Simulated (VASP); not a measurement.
A convergence study with VASP on NiAl (CsCl type): one setting is varied, all else stays as given below, so the limit is that of these other settings. Each run relaxes cell and ions from the cell shown.

```
CELL_PARAMETERS angstrom
      2.89000     0.00000     0.00000
      0.00000     2.89000     0.00000
      0.00000     0.00000     2.89000
ATOMIC_POSITIONS crystal
  Al 0.50000 0.50000 0.50000
  Ni 0.00000 0.00000 0.00000
```

Calculation: PBE GGA, VASP's PBE PAW potentials (set 64) (plane waves; VASP). The tightest run used: 550 eV cut-off, 17×17×17 Γ-centred mesh, first-order Methfessel-Paxton smearing of 0.10 eV, potentials Al Ni.

Task: The settings run are 2×2×2 mesh; 3×3×3 mesh; 4×4×4 mesh; 5×5×5 mesh; 6×6×6 mesh; 7×7×7 mesh; 8×8×8 mesh; 9×9×9 mesh; 10×10×10 mesh; 11×11×11 mesh; 12×12×12 mesh; 13×13×13 mesh; 14×14×14 mesh; 15×15×15 mesh; 16×16×16 mesh; 17×17×17 mesh. From which on does the relaxed volume stay within 0.1 Å³/atom of the tightest run?

Result: From 3×3×3 mesh on: it is off by 0.058 there and by no more than 0.1 in any finer run, while 2×2×2 mesh is off by 0.201.
```csv
setting,relaxed volume (Å³/atom),E (eV/atom),irreducible k-points,difference judged (Å³/atom)
2×2×2 mesh,12.306,-5.2838,4,0.201
3×3×3 mesh,12.163,-5.1792,4,0.058
4×4×4 mesh,12.041,-5.2869,10,0.064
5×5×5 mesh,12.171,-5.2479,10,0.066
6×6×6 mesh,12.123,-5.2544,20,0.018
7×7×7 mesh,12.106,-5.2759,20,0.001
8×8×8 mesh,12.113,-5.2667,35,0.008
9×9×9 mesh,12.095,-5.2672,35,0.010
10×10×10 mesh,12.095,-5.2715,56,0.010
11×11×11 mesh,12.124,-5.2674,56,0.019
12×12×12 mesh,12.110,-5.2683,84,0.005
13×13×13 mesh,12.096,-5.2714,84,0.009
14×14×14 mesh,12.108,-5.2684,120,0.003
15×15×15 mesh,12.107,-5.2683,120,0.002
16×16×16 mesh,12.105,-5.2695,165,0.000
17×17×17 mesh,12.105,-5.2690,165,0.000
```

Left out are rungs that failed or repeat a setting and relaxations that didn't move; long series are thinned to 24 rows.

The compound is NiAl in the CsCl type structure. The run is not spin-polarised, so no magnetic state was tried. The electron count is odd and the run is not spin-polarised, which forces a metal.
